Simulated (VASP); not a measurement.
# TaSi2: formation energy of a vacancy on the Si site, part 3 of 4

Aim: the formation energy and local structure of a vacancy on the Si site in TaSi2. The start is a cell from a database of measured crystal structures.

VASP 6.6.1, plane waves and PAW; the level of theory is named at each step.

So far. Step 2 (The host at zero pressure): The run ended after 9 ionic steps, 0.193 eV below its first step, once forces and stress met EDIFFG = -0.03. Step 3 (The supercell without the defect): The host is treated as a metal, as its relaxation found a gap under 0.3 eV or none, and only the neutral defect is run.

The database entry behind the starting cell has ideal inner coordinates that were not refined, so it need not match the best structure at ambient conditions.

**4. Reference Si**

This step: LDA; plane waves and PAW (Si) (VASP 6.6.1).

System of this step: Si. It takes space group Fd-3m (No. 227, cubic). The conventional cell has a = 5.430 Å, b = 5.430 Å, c = 5.430 Å, α = 90.00°, β = 90.00°, γ = 90.00°. Si has 4 Si at 2.35 Å nearest.

The reference for Si is its crystal, relaxed at the cutoff of the large cell.

INCAR

```
SYSTEM = Si
PREC = Normal
ENCUT = 300
EDIFF = 1E-05
NELM = 120
ISMEAR = 0
SIGMA = 0.1
LREAL = Auto
ALGO = Fast
GGA = CA
NBANDS = 10
LORBIT = 11
LWAVE = .FALSE.
LCHARG = .FALSE.
KPAR = 4
LASPH = .TRUE.
IBRION = 2
NSW = 25
ISIF = 3
EDIFFG = -0.02
POTIM = 0.4
```

POSCAR

```
Si
1.0
    0.0000000000      2.7150000000      2.7150000000
    2.7150000000      0.0000000000      2.7150000000
    2.7150000000      2.7150000000      0.0000000000
Si
2
Direct
    0.0000000000      0.0000000000      0.0000000000
    0.2500000000      0.2500000000      0.2500000000
```

KPOINTS

```
Automatic mesh
0
Gamma
9 9 9
0 0 0
```

PAW data sets: Si (LDA family, release 64).

The run is started by

```bash
$ mpirun -np 4 vasp_std
```

The log of the run:

```text
[banner, memory and clock lines left out]
running    4 mpi-ranks, on    1 nodes
 distrk:  each k-point on    1 cores,    4 groups
 distr:  one band on    1 cores,    1 groups

 POSCAR found type information on POSCAR Si
 POSCAR found :  1 types and       2 ions
|                                                                             |
|               ----> ADVICE to this user running VASP <----                  |
|                                                                             |
|     You have a (more or less) 'small supercell' and for smaller cells       |
|     it is recommended to use the reciprocal-space projection scheme!        |
|     The real-space optimization is not efficient for small cells and it     |
|     is also less accurate ...                                               |
|     Therefore, set LREAL=.FALSE. in the INCAR file.                         |
|                                                                             |

 LDA part: xc-table for (Slater(with rela. corr.)+CA(PZ))
 , standard interpolation
 POSCAR, INCAR and KPOINTS ok, starting setup
 FFT: planning ... GRIDC
 FFT: planning ... GRID_SOFT
 FFT: planning ... GRID
 WAVECAR not read
 entering main loop
       N       E                     dE             d eps       ncg     rms          rms(c)
DAV:   1     0.299667527618E+00    0.29967E+00   -0.24430E+03   700   0.401E+02
DAV:   2    -0.118508725291E+02   -0.12151E+02   -0.11640E+02  1018   0.690E+01
DAV:   3    -0.121706222727E+02   -0.31975E+00   -0.31897E+00   888   0.986E+00
DAV:   4    -0.121727944420E+02   -0.21722E-02   -0.21719E-02   886   0.977E-01
DAV:   5    -0.121728084043E+02   -0.13962E-04   -0.13962E-04   868   0.681E-02    0.510E+00
RMM:   6    -0.119934022976E+02    0.17941E+00   -0.59277E-02   700   0.121E+00    0.306E+00
RMM:   7    -0.119113003053E+02    0.82102E-01   -0.11943E-01   700   0.180E+00    0.247E-01
RMM:   8    -0.119117097814E+02   -0.40948E-03   -0.69650E-03   700   0.570E-01    0.879E-02
RMM:   9    -0.119117579990E+02   -0.48218E-04   -0.12896E-03   700   0.240E-01    0.872E-02
RMM:  10    -0.119117863144E+02   -0.28315E-04   -0.22325E-04   700   0.114E-01    0.388E-02
RMM:  11    -0.119117939458E+02   -0.76314E-05   -0.56702E-05   687   0.549E-02
   1 F= -.11911794E+02 E0= -.11911793E+02  d E =-.119118E+02
 curvature:   0.00 expect dE= 0.000E+00 dE for cont linesearch  0.000E+00
 trial: gam= 0.00000 g(F)=  0.290E-44 g(S)=  0.933E-02 ort = 0.000E+00 (trialstep = 0.100E+01)
 search vector abs. value=  0.933E-02
 bond charge predicted
       N       E                     dE             d eps       ncg     rms          rms(c)
DAV:   1    -0.119179867107E+02   -0.62004E-02   -0.11565E-01   802   0.158E+00    0.297E-01
RMM:   2    -0.119155458128E+02    0.24409E-02   -0.18105E-03   700   0.267E-01    0.177E-01
RMM:   3    -0.119144213864E+02    0.11244E-02   -0.15996E-03   700   0.215E-01    0.270E-02
RMM:   4    -0.119144270661E+02   -0.56798E-05   -0.13252E-04   700   0.864E-02    0.313E-02
RMM:   5    -0.119144252960E+02    0.17702E-05   -0.15063E-05   556   0.320E-02
   2 F= -.11914425E+02 E0= -.11914423E+02  d E =-.263135E-02
 trial-energy change:   -0.002631  1 .order   -0.002897   -0.009332    0.003537
 step:   0.6991(harm=  0.7252)  dis= 0.00000  next Energy=   -11.914965 (dE=-0.317E-02)
 bond charge predicted
       N       E                     dE             d eps       ncg     rms          rms(c)
DAV:   1    -0.119153244781E+02   -0.89741E-03   -0.10587E-02   780   0.474E-01    0.924E-02
RMM:   2    -0.119151040507E+02    0.22043E-03   -0.15742E-04   700   0.795E-02    0.559E-02
RMM:   3    -0.119150020944E+02    0.10196E-03   -0.14395E-04   700   0.643E-02    0.709E-03
RMM:   4    -0.119150025960E+02   -0.50152E-06   -0.11506E-05   538   0.254E-02
   3 F= -.11915003E+02 E0= -.11915001E+02  d E =-.320865E-02
 curvature:  -0.36 expect dE=-0.112E-06 dE for cont linesearch -0.112E-06
 trial: gam= 0.00000 g(F)=  0.678E-44 g(S)=  0.312E-06 ort =-0.540E-04 (trialstep = 0.940E+00)
 search vector abs. value=  0.312E-06
 reached required accuracy - stopping structural energy minimisation
```

It took 4.2 s on 4 MPI ranks of AMD EPYC 7R43, shared host; peak memory 0.32 GiB.

From OUTCAR (step 4):

```text
  LATTYP: Found a face centered cubic cell.
 ALAT       =     5.4300000000

 Subroutine GETGRP returns: Found 48 space group operations
 (whereof 24 operations were pure point group operations)

The static configuration has the point symmetry T_d .
 The point group associated with its full space group is O_h .

 Found     35 irreducible k-points:

   k-points           NKPTS =     35   k-points in BZ     NKDIM =     35   number of bands    NBANDS=     10

   dimension x,y,z NGX =    16 NGY =   16 NGZ =   16
   dimension x,y,z NGXF=    32 NGYF=   32 NGZF=   32

   ENCUT  =  300.0 eV  22.05 Ry    4.70 a.u.   5.42  5.42  5.42*2*pi/ulx,y,z

   NELECT =       8.0000    total number of electrons

 E-fermi :   6.1633

 k-point     1 :       0.0000    0.0000    0.0000
  band No.  band energies     occupation
      1      -6.1306      2.00000
      2       5.9456      1.99793
      3       5.9456      1.99793
      4       5.9456      1.99793
      5       8.4786      0.00000
      6       8.4786      0.00000
      7       8.4786      0.00000
      8       9.3438      0.00000
      9      13.7114      0.00000
    ...

 k-point     2 :       0.1111    0.0000    0.0000
  band No.  band energies     occupation
      1      -5.9668      2.00000
      2       4.5828      2.00000
      3       5.7013      2.00000
      4       5.7013      2.00000
      5       8.4597      0.00000
      6       8.8328      0.00000
      7       8.8328      0.00000
      8      10.4386      0.00000
      9      13.2590      0.00000
    ...

  Total        0.0023216      0.0023216      0.0023216      0.0000000      0.0000000     -0.0000000
  in kB        0.0944565      0.0944565      0.0944565      0.0000000      0.0000000     -0.0000000
  external PRESSURE =       0.0944565 kB  Pullay stress =       0.0000000 kB

  energy-cutoff  :      300.00
  volume of cell :       39.38
      direct lattice vectors                 reciprocal lattice vectors
    -0.000000000  2.700295603  2.700295603    -0.185164913  0.185164913  0.185164913
     2.700295603  0.000000000  2.700295603     0.185164913 -0.185164913  0.185164913
     2.700295603  2.700295603  0.000000000     0.185164913  0.185164913 -0.185164913

 POSITION                                       TOTAL-FORCE (eV/Angst)
 -----------------------------------------------------------------------------------
      0.00000      0.00000      0.00000         0.000000      0.000000      0.000000
      1.35015      1.35015      1.35015        -0.000000     -0.000000     -0.000000
 -----------------------------------------------------------------------------------
    total drift:                                0.000000      0.000000      0.000000

  FREE ENERGIE OF THE ION-ELECTRON SYSTEM (eV)
  ---------------------------------------------------
  free  energy   TOTEN  =       -11.9150025960 eV

  energy  without entropy=      -11.9149984323  energy(sigma->0) =      -11.91500051

 total charge
# of ion       s       p       d       tot
------------------------------------------
    1        0.759   0.961   0.000   1.720
    2        0.759   0.961   0.000   1.720
--------------------------------------------------
tot          1.518   1.922   0.000   3.439

[... 1 part as in an earlier step ...]

[... 7 further parts left out ...]
```

CONTCAR:

```
Si
   1.00000000000000
    -0.0000000000000000    2.7002956031264085    2.7002956031264085
     2.7002956031264085    0.0000000000000000    2.7002956031264085
     2.7002956031264085    2.7002956031264085    0.0000000000000000
  Si
     2
Direct
     0.0000000000000000    0.0000000000000000    0.0000000000000000
     0.2500000000000000    0.2500000000000000    0.2500000000000000
```

The gap is read on the k-mesh alone, so it is an upper bound where the band edges lie off the mesh. The run keeps the 48 symmetry operations of its start, so it cannot find a distortion of lower symmetry.

The steps of the relaxation:

| step | energy less that of the first step (eV) | largest force (eV/Å) | pressure (GPa) | volume (Å³) |
| --- | --- | --- | --- | --- |
| 1 | 0.0000 | 0.0000 | -1.61 | 40.03 |
| 2 | -0.0026 | 0.0000 | 0.62 | 39.10 |
| 3 | -0.0032 | 0.0000 | 0.01 | 39.38 |

| conventional cell, symmetrised | before | after | change |
| --- | --- | --- | --- |
| a (Å) | 5.430 | 5.401 | -0.5 % |
| b (Å) | 5.430 | 5.401 | -0.5 % |
| c (Å) | 5.430 | 5.401 | -0.5 % |
| volume (Å³/atom) | 20.01 | 19.69 | -1.6 % |

The relaxed structure:

```
Si
1.0
     0.00000    2.70030    2.70030
     2.70030    0.00000    2.70030
     2.70030    2.70030    0.00000
Si
2
Direct
  0.00000 0.00000 0.00000
  0.25000 0.25000 0.25000
```

Numbers from this step:

```yaml
electrons: 8
free_energy_toten: -11.92 eV
fermi_energy: 6.163 eV
labelled_metallic_from_the_levels_on_this_mesh: no
gap_on_the_k_mesh: 0.4497 eV
least_direct_gap_on_the_k_mesh: 2.533 eV
```

The run ended after 3 ionic steps, 0.003 eV below its first step, once forces and stress met EDIFFG = -0.02.

Energy at zero smearing: -11.91500 eV.

**5. Reference Ta**

This step: LDA; plane waves and PAW (Ta) (VASP 6.6.1).

System of this step: Ta. It takes space group Im-3m (No. 229, cubic). The conventional cell has a = 3.310 Å, b = 3.310 Å, c = 3.310 Å, α = 90.00°, β = 90.00°, γ = 90.00°. Nearest to Ta lie 8 Ta at 2.87 Å.

Ta is not exchanged here; its energy serves the host's formation enthalpy.

INCAR

```
SYSTEM = Ta
PREC = Normal
ENCUT = 300
EDIFF = 1E-05
NELM = 120
ISMEAR = 1
SIGMA = 0.1
LREAL = Auto
ALGO = Fast
GGA = CA
NBANDS = 8
LASPH = .TRUE.
LORBIT = 11
LWAVE = .FALSE.
LCHARG = .FALSE.
KPAR = 4
IBRION = 2
NSW = 25
ISIF = 3
EDIFFG = -0.02
POTIM = 0.4
```

POSCAR

```
Ta
1.0
   -1.6550000000      1.6550000000      1.6550000000
    1.6550000000     -1.6550000000      1.6550000000
    1.6550000000      1.6550000000     -1.6550000000
Ta
1
Direct
    0.0000000000      0.0000000000      0.0000000000
```

KPOINTS

```
Automatic mesh
0
Gamma
11 11 11
0 0 0
```

Potentials, in the order of the species: Ta (LDA family, release 64).

The run is started by

```bash
$ mpirun -np 4 vasp_std
```

The log of the run:

```text
[banner, memory and clock lines left out]
running    4 mpi-ranks, on    1 nodes
 distrk:  each k-point on    1 cores,    4 groups
 distr:  one band on    1 cores,    1 groups

 POSCAR found type information on POSCAR Ta
 POSCAR found :  1 types and       1 ions
 [... a notice as in an earlier step ...]

 LDA part: xc-table for (Slater(with rela. corr.)+CA(PZ))
 , standard interpolation
 POSCAR, INCAR and KPOINTS ok, starting setup
 FFT: planning ... GRIDC
 FFT: planning ... GRID_SOFT
 FFT: planning ... GRID
 WAVECAR not read
 entering main loop
       N       E                     dE             d eps       ncg     rms          rms(c)
DAV:   1    -0.761718031876E+01   -0.76172E+01   -0.13757E+03   984   0.277E+02
DAV:   2    -0.133593145453E+02   -0.57421E+01   -0.54564E+01  1344   0.435E+01
DAV:   3    -0.133787969316E+02   -0.19482E-01   -0.19481E-01  1024   0.337E+00
DAV:   4    -0.133788062275E+02   -0.92959E-05   -0.92954E-05  1384   0.606E-02
DAV:   5    -0.133788062349E+02   -0.74077E-08   -0.81655E-08  1040   0.117E-03    0.139E+01
RMM:   6    -0.130114280057E+02    0.36738E+00   -0.15885E-01   896   0.241E+00    0.693E+00
RMM:   7    -0.128620078811E+02    0.14942E+00   -0.23667E-01   896   0.289E+00    0.435E-01
RMM:   8    -0.128617679174E+02    0.23996E-03   -0.90582E-03   896   0.795E-01    0.128E-01
RMM:   9    -0.128617875078E+02   -0.19590E-04   -0.89221E-04   894   0.192E-01    0.543E-02
RMM:  10    -0.128617949156E+02   -0.74078E-05   -0.21057E-04   896   0.809E-02    0.649E-02
RMM:  11    -0.128617901676E+02    0.47480E-05   -0.41503E-05   802   0.343E-02
   1 F= -.12861790E+02 E0= -.12862564E+02  d E =-.128618E+02
 curvature:   0.00 expect dE= 0.000E+00 dE for cont linesearch  0.000E+00
 trial: gam= 0.00000 g(F)=  0.586E-65 g(S)=  0.219E+00 ort = 0.000E+00 (trialstep = 0.100E+01)
 search vector abs. value=  0.219E+00
 bond charge predicted
       N       E                     dE             d eps       ncg     rms          rms(c)
DAV:   1    -0.128277002480E+02    0.34095E-01   -0.64471E+00  1016   0.191E+01    0.534E+00
RMM:   2    -0.127741271187E+02    0.53573E-01   -0.18774E-02   896   0.941E-01    0.264E+00
RMM:   3    -0.127525245341E+02    0.21603E-01   -0.21640E-02   896   0.885E-01    0.106E-01
RMM:   4    -0.127526705554E+02   -0.14602E-03   -0.91037E-04   896   0.260E-01    0.727E-02
RMM:   5    -0.127527157621E+02   -0.45207E-04   -0.14213E-04   893   0.700E-02    0.525E-02
RMM:   6    -0.127527175128E+02   -0.17506E-05   -0.21696E-05   852   0.312E-02
   2 F= -.12752718E+02 E0= -.12752434E+02  d E =0.109073E+00
[...]
3 F= -.12901749E+02 E0= -.12902155E+02  d E =-.399585E-01
 curvature:  -0.16 expect dE=-0.376E-04 dE for cont linesearch -0.376E-04
 ZBRENT: interpolating
 opt :   0.3545  next Energy=   -12.901785 (dE=-0.400E-01)
 bond charge predicted
       N       E                     dE             d eps       ncg     rms          rms(c)
DAV:   1    -0.129017972483E+02   -0.51491E-04   -0.62502E-04  1408   0.180E-01    0.495E-02
RMM:   2    -0.129017919341E+02    0.53142E-05   -0.21501E-06   503   0.901E-03
   4 F= -.12901792E+02 E0= -.12902184E+02  d E =-.400018E-01
 curvature:  -0.15 expect dE=-0.154E-05 dE for cont linesearch -0.154E-05
 trial: gam=-0.00672 g(F)=  0.183E-64 g(S)=  0.100E-04 ort = 0.148E-02 (trialstep = 0.871E+00)
 search vector abs. value=  0.558E-09
 reached required accuracy - stopping structural energy minimisation
```

Wall time 5 s (4 MPI ranks); peak memory 0.3 GiB; 17 s of CPU time.

Parts of OUTCAR (step 5):

```text
   k-points           NKPTS =     56   k-points in BZ     NKDIM =     56   number of bands    NBANDS=      8

   ENCUT  =  300.0 eV  22.05 Ry    4.70 a.u.   4.05  4.05  4.05*2*pi/ulx,y,z

   NELECT =       5.0000    total number of electrons

 E-fermi :   6.1673

 k-point     1 :       0.0000    0.0000    0.0000
  band No.  band energies     occupation
      1      -1.8624      2.00000
      2       6.8414     -0.00000
      3       6.8414     -0.00000
      4       6.8414     -0.00000
      5      10.2876      0.00000
      6      10.2876      0.00000
    ...

  Total       -0.0093004     -0.0093004     -0.0093004      0.0000000      0.0000000     -0.0000000
  in kB       -0.8699724     -0.8699724     -0.8699724      0.0000000      0.0000000     -0.0000000
  external PRESSURE =      -0.8699724 kB  Pullay stress =       0.0000000 kB

 POSITION                                       TOTAL-FORCE (eV/Angst)
 -----------------------------------------------------------------------------------
      0.00000      0.00000      0.00000         0.000000     -0.000000      0.000000
 -----------------------------------------------------------------------------------
    total drift:                               -0.000000     -0.000000     -0.000000

  FREE ENERGIE OF THE ION-ELECTRON SYSTEM (eV)
  ---------------------------------------------------
  free  energy   TOTEN  =       -12.9017919341 eV

  energy  without entropy=      -12.9029682002  energy(sigma->0) =      -12.90218402

[... 1 part as in an earlier step ...]

[... 15 further parts left out ...]
```

CONTCAR:

```
Ta
   1.00000000000000
    -1.6238590442093659    1.6238590442093659    1.6238590442093659
     1.6238590442093659   -1.6238590442093659    1.6238590442093659
     1.6238590442093659    1.6238590442093659   -1.6238590442093659
  Ta
     1
Direct
     0.0000000000000000    0.0000000000000000    0.0000000000000000
```

Step by step:

| step | energy less that of the first step (eV) | largest force (eV/Å) | pressure (GPa) | volume (Å³) |
| --- | --- | --- | --- | --- |
| 1 | 0.0000 | 0.0000 | -12.15 | 18.13 |
| 2 | 0.1091 | 0.0000 | 29.94 | 15.40 |
| 3 | -0.0400 | 0.0000 | -0.42 | 17.16 |
| 4 | -0.0400 | 0.0000 | -0.09 | 17.13 |

| conventional cell, symmetrised | before | after | change |
| --- | --- | --- | --- |
| a (Å) | 3.310 | 3.248 | -1.9 % |
| b (Å) | 3.310 | 3.248 | -1.9 % |
| c (Å) | 3.310 | 3.248 | -1.9 % |
| volume (Å³/atom) | 18.13 | 17.13 | -5.5 % |

Final coordinates:

```xyz
1
Lattice="-1.6239 1.6239 1.6239 1.6239 -1.6239 1.6239 1.6239 1.6239 -1.6239" Properties=species:S:1:pos:R:3 pbc="T T T"
Ta    0.0000    0.0000    0.0000
```

This step gave:

| Quantity | Value |
| --- | --- |
| electronic cycles | 25 |
| electrons | 5 |
| free energy (TOTEN) | -12.90 eV |
| energy at zero smearing | -12.90 eV |
| Fermi energy | 6.167 eV |
| labelled metallic, from the levels on this mesh | yes |

The run ended after 4 ionic steps, 0.040 eV below its first step, once forces and stress met EDIFFG = -0.02.

Energy at zero smearing: -12.90218 eV.

(Part 3 of 4 ends here.)

[Lines on the potential files, build, host, timing and source positions are cut from VASP's logs without a mark.]

[Logs are printed without paths, hosts, clocks, repeated set-up lines and the standing remarks that a program may print on its own settings, such as how far it seeks lower states.]

[Hosts, paths, dates, database ids (printed as entryN), source tags and the programs' standing remarks are cut or masked in the printed files.]

[In band tables of VASP the shares of atoms and orbitals are scaled to a sum of 1 inside the atoms' spheres.]

[Runs that stopped without an error message from VASP are left out.]
